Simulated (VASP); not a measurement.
```
CELL_PARAMETERS angstrom
      0.00000     2.75187     2.75187
      2.75187     0.00000     2.75187
      2.75187     2.75187     0.00000
ATOMIC_POSITIONS crystal
  Yb 0.00000 0.00000 0.00000
```

Calculation: PBE GGA, VASP's PBE PAW potentials (set 64) (plane waves; VASP). Numerical set-up: 300 eV cut-off, 7×7×7 Γ-centred mesh, Fermi-Dirac smearing of 0.10 eV, potentials Yb_2.

The 4f electrons are frozen in the core of the lanthanide potential, so 4f levels, which can set the real gap, and their magnetism are missing.

Question: Give the energies of bands 4 to 7 at the high-symmetry points, in eV from the Fermi level.

Answer: 
```
band      Γ      X      U      L     W
----  -----  -----  -----  -----  ----
4     -4.87  -0.96  -0.23  -1.68  0.02
5      2.94   0.41   0.20   0.04  0.76
6      2.94   1.27   1.01   2.72  0.76
7      2.94   6.28   4.28   2.72  2.35
```

It has no gap at this level: it comes out as a metal or semimetal.

The structure comes from a computed database's Yb entry; how it stands against other phases isn't given here. The cell was not relaxed at this level.
